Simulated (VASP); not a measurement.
Method: AM05 GGA, VASP's PBE PAW potentials (set 64) (plane waves; VASP).

Input for VASP

POSCAR:
```
Ni3Fe
1.0
  3.4868528171   0.0000000000   0.0000000000
  0.0000000000   3.4868528171   0.0000000000
  0.0000000000   0.0000000000   3.4868528171
Fe Ni
1 3
Cart
  0.0000000000   0.0000000000   0.0000000000
  0.0000000000   1.7434264085   1.7434264085
  1.7434264085   0.0000000000   1.7434264085
  1.7434264085   1.7434264085   0.0000000000
```

**INCAR**
```
! general
SYSTEM  = Ni3Fe
PREC    = Accurate
ENCUT   = 520
LREAL   = .FALSE.
LASPH   = .TRUE.

! electronic loop
EDIFF   = 1E-6
NELM    = 100
ALGO    = Normal
LMAXMIX = 4

! smearing
ISMEAR  = 1
SIGMA   = 0.1

! functional
GGA     = AM

! spin
ISPIN   = 2
MAGMOM  = 3.0 3*0.7

! ions
IBRION  = 2
NSW     = 60
ISIF    = 3
EDIFFG  = -0.02

! output
LWAVE   = .FALSE.
LCHARG  = .FALSE.
LORBIT  = 10
```

### KPOINTS
```
Automatic mesh
0
Gamma
8 8 8
0 0 0
```

POTCAR, in this order: Fe Ni (PBE.64 set). Program: vasp_std.

Output

OSZICAR:
```
       N       E                     dE             d eps       ncg     rms          rms(c)
DAV:   1     0.240006407548E+03    0.24001E+03   -0.17289E+04  3816   0.207E+03
DAV:   2    -0.174464252308E+02   -0.25745E+03   -0.24712E+03  3640   0.360E+02
DAV:   3    -0.312405101160E+02   -0.13794E+02   -0.13109E+02  3736   0.116E+02
DAV:   4    -0.314188002660E+02   -0.17829E+00   -0.17796E+00  3924   0.139E+01
DAV:   5    -0.314240060527E+02   -0.52058E-02   -0.52054E-02  5034   0.192E+00    0.225E+01
DAV:   6    -0.277251597220E+02    0.36988E+01   -0.38740E+01  3788   0.969E+01    0.157E+01
DAV:   7    -0.296463981741E+02   -0.19212E+01   -0.14268E+01  4180   0.942E+01    0.234E+01
DAV:   8    -0.266564998593E+02    0.29899E+01   -0.11155E+01  4472   0.521E+01    0.479E+00
DAV:   9    -0.267003776849E+02   -0.43878E-01   -0.47096E-01  4296   0.843E+00    0.299E+00
DAV:  10    -0.266710234989E+02    0.29354E-01   -0.64698E-02  4626   0.684E+00    0.136E+00
DAV:  11    -0.266678921720E+02    0.31313E-02   -0.18662E-02  5786   0.160E+00    0.789E-01
DAV:  12    -0.266688581575E+02   -0.96599E-03   -0.28225E-03  4754   0.130E+00    0.217E-01
DAV:  13    -0.266689067935E+02   -0.48636E-04   -0.71930E-04  4876   0.356E-01    0.890E-02
DAV:  14    -0.266689193638E+02   -0.12570E-04   -0.85219E-05  4710   0.186E-01    0.477E-02
DAV:  15    -0.266689195727E+02   -0.20891E-06   -0.21777E-05  4776   0.101E-01    0.102E-02
DAV:  16    -0.266689198017E+02   -0.22906E-06   -0.35721E-06  2958   0.215E-02
   1 F= -.26668920E+02 E0= -.26668776E+02  d E =-.266689E+02  mag=     4.6294
       N       E                     dE             d eps       ncg     rms          rms(c)
DAV:   1    -0.266975009475E+02   -0.28581E-01   -0.32044E-01  3658   0.814E+00    0.176E+00
DAV:   2    -0.268136758798E+02   -0.11617E+00   -0.58663E-01  4168   0.183E+01    0.555E+00
DAV:   3    -0.266717657122E+02    0.14191E+00   -0.34632E-01  4172   0.167E+01    0.102E+00
DAV:   4    -0.266692042634E+02    0.25614E-02   -0.18803E-02  4228   0.219E+00    0.285E-01
DAV:   5    -0.266689581583E+02    0.24611E-03   -0.16593E-03  4774   0.459E-01    0.110E-01
DAV:   6    -0.266687652511E+02    0.19291E-03   -0.14979E-04  4766   0.201E-01    0.353E-02
DAV:   7    -0.266687626326E+02    0.26186E-05   -0.21350E-05  4136   0.508E-02    0.209E-02
DAV:   8    -0.266687632587E+02   -0.62611E-06   -0.33753E-06  3196   0.365E-02
   2 F= -.26668763E+02 E0= -.26668626E+02  d E =0.156543E-03  mag=     4.6097
       N       E                     dE             d eps       ncg     rms          rms(c)
DAV:   1    -0.266781391676E+02   -0.93765E-02   -0.10030E-01  3658   0.458E+00    0.978E-01
DAV:   2    -0.267176986748E+02   -0.39560E-01   -0.21265E-01  4160   0.102E+01    0.364E+00
DAV:   3    -0.266702302060E+02    0.47468E-01   -0.14905E-01  4262   0.946E+00    0.580E-01
DAV:   4    -0.266693983298E+02    0.83188E-03   -0.58314E-03  4266   0.112E+00    0.213E-01
DAV:   5    -0.266692309500E+02    0.16738E-03   -0.47827E-04  5172   0.299E-01    0.842E-02
DAV:   6    -0.266691508624E+02    0.80088E-04   -0.93191E-05  5498   0.141E-01    0.245E-02
DAV:   7    -0.266691508331E+02    0.29298E-07   -0.15567E-05  3816   0.611E-02    0.119E-02
DAV:   8    -0.266691516209E+02   -0.78775E-06   -0.87305E-07  1994   0.148E-02
   3 F= -.26669152E+02 E0= -.26669010E+02  d E =-.231819E-03  mag=     4.6204
```

File OUTCAR:
```
------------------------ aborting loop because EDIFF is reached ----------------------------------------
  FORCE on cell =-STRESS in cart. coord.  units (eV):
  Direction    XX          YY          ZZ          XY          YZ          ZX
  --------------------------------------------------------------------------------------
  Total       -0.0013408     -0.0013408     -0.0013408      0.0000000     -0.0000000      0.0000000
  in kB       -0.0508173     -0.0508173     -0.0508173      0.0000000     -0.0000000      0.0000000
  external PRESSURE =      -0.0508173 kB  Pullay stress =       0.0000000 kB
  volume of cell :       42.27
      direct lattice vectors                 reciprocal lattice vectors
     3.483512250  0.000000000  0.000000000     0.287066595 -0.000000000 -0.000000000
     0.000000000  3.483512250 -0.000000000    -0.000000000  0.287066595  0.000000000
     0.000000000  0.000000000  3.483512250    -0.000000000  0.000000000  0.287066595
 POSITION                                       TOTAL-FORCE (eV/Angst)
 -----------------------------------------------------------------------------------
      0.00000      0.00000      0.00000        -0.000000      0.000000      0.000000
      0.00000      1.74176      1.74176         0.000000      0.000000      0.000000
      1.74176      0.00000      1.74176        -0.000000      0.000000      0.000000
      1.74176      1.74176     -0.00000        -0.000000      0.000000      0.000000
 -----------------------------------------------------------------------------------
    total drift:                                0.000000      0.000000      0.000000
  FREE ENERGIE OF THE ION-ELECTRON SYSTEM (eV)
  ---------------------------------------------------
  free  energy   TOTEN  =       -26.6691516209 eV

  energy  without entropy=      -26.6687264335  energy(sigma->0) =      -26.66900989

 total charge

# of ion       s       p       d       tot
------------------------------------------
    1        0.496   0.548   6.152   7.197
    2        0.527   0.560   8.346   9.433
    3        0.527   0.560   8.346   9.433
    4        0.527   0.560   8.346   9.433
--------------------------------------------------
tot          2.076   2.229  31.191  35.495

 magnetization (x)

# of ion       s       p       d       tot
------------------------------------------
    1        0.005  -0.001   2.810   2.815
    2       -0.015  -0.041   0.651   0.595
    3       -0.015  -0.041   0.651   0.595
    4       -0.015  -0.041   0.651   0.595
--------------------------------------------------
tot         -0.041  -0.123   4.763   4.599

 reached required accuracy - stopping structural energy minimisation
```
(Selected blocks of OUTCAR.)

**CONTCAR**
```
Ni3Fe
   1.00000000000000
     3.4835122501140745    0.0000000000000000    0.0000000000000000
     0.0000000000000000    3.4835122501140745   -0.0000000000000000
     0.0000000000000000    0.0000000000000000    3.4835122501140745
  Fe              Ni
     1     3
Direct
     0.0000000000000000    0.0000000000000000    0.0000000000000000
     0.0000000000000000    0.5000000000000000    0.5000000000000000
     0.5000000000000000    0.0000000000000000    0.5000000000000000
     0.5000000000000000    0.5000000000000000    0.0000000000000000
```

OUTCAR:
```
 val. band max:        9.0815867016   @ k =   0.3750   0.2500   0.2500

 cond. band min:       9.0890616974   @ k =   0.5000   0.3750   0.3750


 Fermi energy:         9.0848530492

 spin component 1

 k-point     1 :       0.0000    0.0000    0.0000
  band No.  band energies     occupation
      1      -0.3904      1.00000
      2       3.5071      1.00000
      3       3.5071      1.00000
      4       4.1370      1.00000
      5       4.2815      1.00000
      6       4.2815      1.00000
      7       4.2815      1.00000
      8       6.3045      1.00000
      9       6.3045      1.00000
     10       6.3045      1.00000
     11       7.4469      1.00000
     12       7.4469      1.00000
     13       8.2941      1.00000
     14       8.2941      1.00000
     15       8.3193      1.00000
     16       8.4518      1.00000
     17       8.4518      1.00000
     18       8.4518      1.00000
     19       8.5334      1.00000
     20       8.5334      1.00000
     21       8.5334      1.00000
     22      11.3168      0.00000
     23      11.3168      0.00000
     24      11.3168      0.00000
     25      18.3861      0.00000
     26      18.3861      0.00000

 k-point     2 :       0.1250    0.0000    0.0000
  band No.  band energies     occupation
      1      -0.1806      1.00000
      2       3.5732      1.00000
      3       3.6104      1.00000
      4       4.2172      1.00000
      5       4.3476      1.00000
      6       4.3579      1.00000
      7       4.3579      1.00000
      8       6.2247      1.00000
      9       6.3641      1.00000
     10       6.3641      1.00000
     11       7.3667      1.00000
     12       7.4727      1.00000
     13       8.0082      1.00000
     14       8.0082      1.00000
     15       8.1956      1.00000
     16       8.2189      1.00000
     17       8.2756      1.00000
     18       8.3875      1.00000
     19       8.3875      1.00000
     20       8.4519      1.00000
...
```

The compound is Ni3Fe in the L1_2 structure. This run relaxes it. Symmetry was kept, so distortions that lower it aren't found. The start is the result of an earlier pass.
